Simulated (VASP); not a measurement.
Method: PBE GGA with D3 dispersion (zero damping), VASP's PBE PAW potentials (set 64) (plane waves; VASP).

VASP input:

**INCAR**
```
! general
SYSTEM  = CdSe
PREC    = Accurate
ENCUT   = 520
LREAL   = F
LASPH   = T

! electronic loop
EDIFF   = 1E-6
NELM    = 100
ALGO    = Normal
LMAXMIX = 4

! smearing
ISMEAR  = 0
SIGMA   = 0.05

! functional
GGA     = PE
IVDW    = 11

! ions
IBRION  = 2
NSW     = 60
ISIF    = 3
EDIFFG  = -0.02

! output
LWAVE   = F
LCHARG  = F
```

### POSCAR
```
CdSe
1
    2.1690219221    -3.7568559292    -0.0000000000
    2.1690219221     3.7568559292     0.0000000000
    0.0000000000     0.0000000000     7.0619474345
Cd Se
2 2
Direct
  0.6666670000   0.3333330000   0.5001105916
  0.3333330000   0.6666670000   0.0001105916
  0.6666670000   0.3333330000   0.8758894084
  0.3333330000   0.6666670000   0.3758894084
```

### KPOINTS
```
Automatic
0
Gamma
 5 5 3
```

POTCAR, in this order: Cd Se (PBE.64 set). Program: vasp_std.

What VASP printed:

OSZICAR:
```
       N       E                     dE             d eps       ncg     rms          rms(c)
DAV:   1     0.240858263754E+03    0.24086E+03   -0.17038E+04   440   0.146E+03
DAV:   2     0.137792159227E+01   -0.23948E+03   -0.23417E+03   488   0.351E+02
DAV:   3    -0.116064047807E+02   -0.12984E+02   -0.12913E+02   524   0.807E+01
DAV:   4    -0.117155878900E+02   -0.10918E+00   -0.10915E+00   476   0.740E+00
DAV:   5    -0.117165276401E+02   -0.93975E-03   -0.93971E-03   524   0.628E-01    0.877E+00
DAV:   6    -0.109868407897E+02    0.72969E+00   -0.16557E+00   518   0.127E+01    0.683E+00
DAV:   7    -0.109551844705E+02    0.31656E-01   -0.61777E-01   506   0.434E+00    0.262E+00
DAV:   8    -0.109530436159E+02    0.21409E-02   -0.71390E-02   464   0.296E+00    0.386E-01
DAV:   9    -0.109529106595E+02    0.13296E-03   -0.10395E-02   488   0.131E+00    0.133E-01
DAV:  10    -0.109530321292E+02   -0.12147E-03   -0.11065E-03   500   0.407E-01    0.797E-02
DAV:  11    -0.109531445979E+02   -0.11247E-03   -0.26477E-04   500   0.111E-01    0.208E-02
DAV:  12    -0.109531269220E+02    0.17676E-04   -0.11910E-04   556   0.115E-01    0.883E-03
DAV:  13    -0.109531296224E+02   -0.27004E-05   -0.16497E-05   464   0.333E-02    0.663E-03
DAV:  14    -0.109531295989E+02    0.23475E-07   -0.10335E-06   390   0.523E-03
   1 F= -.11995432E+02 E0= -.11995432E+02  d E =-.119954E+02
       N       E                     dE             d eps       ncg     rms          rms(c)
DAV:   1    -0.109520297470E+02    0.10999E-02   -0.70396E-02   440   0.257E+00    0.357E-01
DAV:   2    -0.109499476874E+02    0.20821E-02   -0.59758E-03   494   0.961E-01    0.127E-01
DAV:   3    -0.109496710528E+02    0.27663E-03   -0.63531E-04   476   0.209E-01    0.104E-01
DAV:   4    -0.109496205762E+02    0.50477E-04   -0.10121E-04   500   0.762E-02    0.164E-02
DAV:   5    -0.109496191716E+02    0.14046E-05   -0.24299E-05   488   0.571E-02    0.928E-03
DAV:   6    -0.109496196662E+02   -0.49456E-06   -0.28695E-06   344   0.174E-02
   2 F= -.11995561E+02 E0= -.11995561E+02  d E =-.128926E-03
```

**OUTCAR**
```
------------------------ aborting loop because EDIFF is reached ----------------------------------------
 Edisp (eV)   -1.04594
  FORCE on cell =-STRESS in cart. coord.  units (eV):
  Direction    XX          YY          ZZ          XY          YZ          ZX
  --------------------------------------------------------------------------------------
  Total       0.02221     0.02221     0.03065     0.00000    -0.00000     0.00000
  in kB       0.30989     0.30989     0.42771     0.00000    -0.00000     0.00000
  external pressure =        0.35 kB  Pullay stress =        0.00 kB
  volume of cell :      114.81
      direct lattice vectors                 reciprocal lattice vectors
     2.166127653 -3.751842909 -0.000000000     0.230826655 -0.133267840  0.000000000
     2.166127653  3.751842909  0.000000000     0.230826655  0.133267840 -0.000000000
     0.000000000  0.000000000  7.063215442     0.000000000 -0.000000000  0.141578578
  FREE ENERGIE OF THE ION-ELECTRON SYSTEM (eV)
  ---------------------------------------------------
  free  energy   TOTEN  =       -11.9955610008 eV

  energy  without entropy=      -11.9955610008  energy(sigma->0) =      -11.99556100

 reached required accuracy - stopping structural energy minimisation
```
(Selected blocks of OUTCAR.)

CONTCAR:
```
CdSe
   1.00000000000000
     2.1661276527601827   -3.7518429086238303   -0.0000000000000000
     2.1661276527601827    3.7518429086238303    0.0000000000000000
     0.0000000000000000    0.0000000000000000    7.0632154418891639
  Cd              Se
     2     2
Direct
     0.6666669999999968    0.3333330000000032    0.5000459561528677
     0.3333330000000032    0.6666669999999968    0.0000459561528677
     0.6666669999999968    0.3333330000000032    0.8759540438471299
     0.3333330000000032    0.6666669999999968    0.3759540438471299
```

File OUTCAR:
```
 val. band max:        0.7930710820   @ k =   0.0000   0.0000   0.0000

 cond. band min:       1.4127950618   @ k =   0.0000   0.0000   0.0000


 Fermi energy:         1.0371769583

 k-point     1 :       0.0000    0.0000    0.0000
  band No.  band energies     occupation
      1     -11.6942      2.00000
      2     -11.3337      2.00000
      3      -7.0748      2.00000
      4      -7.0684      2.00000
      5      -7.0684      2.00000
      6      -7.0043      2.00000
      7      -7.0043      2.00000
      8      -6.7569      2.00000
      9      -6.7569      2.00000
     10      -6.6978      2.00000
     11      -6.6978      2.00000
     12      -6.4409      2.00000
     13      -3.4755      2.00000
     14       0.0547      2.00000
     15       0.0548      2.00000
     16       0.7493      2.00000
     17       0.7930      2.00000
     18       0.7931      2.00000
     19       1.4128      0.00000
     20       2.9672      0.00000
     21       6.6439      0.00000
     22       6.6440      0.00000

 k-point     2 :       0.2000   -0.0000    0.0000
  band No.  band energies     occupation
      1     -11.5843      2.00000
      2     -11.2859      2.00000
      3      -7.0415      2.00000
      4      -7.0318      2.00000
      5      -6.9802      2.00000
      6      -6.9512      2.00000
      7      -6.9489      2.00000
      8      -6.7755      2.00000
      9      -6.7538      2.00000
     10      -6.7264      2.00000
     11      -6.6904      2.00000
     12      -6.3778      2.00000
     13      -3.2626      2.00000
     14      -1.2485      2.00000
     15      -0.8931      2.00000
     16      -0.3609      2.00000
     17       0.4600      2.00000
     18       0.5352      2.00000
     19       2.9937      0.00000
     20       4.0967      0.00000
     21       5.9577      0.00000
     22       6.8788      0.00000

 k-point     3 :       0.4000   -0.0000    0.0000
  band No.  band energies     occupation
      1     -11.3830      2.00000
...
```

The compound is CdSe in the wurtzite structure. This run relaxes it. Symmetry was kept, so distortions that lower it aren't found. The start is the result of an earlier pass.
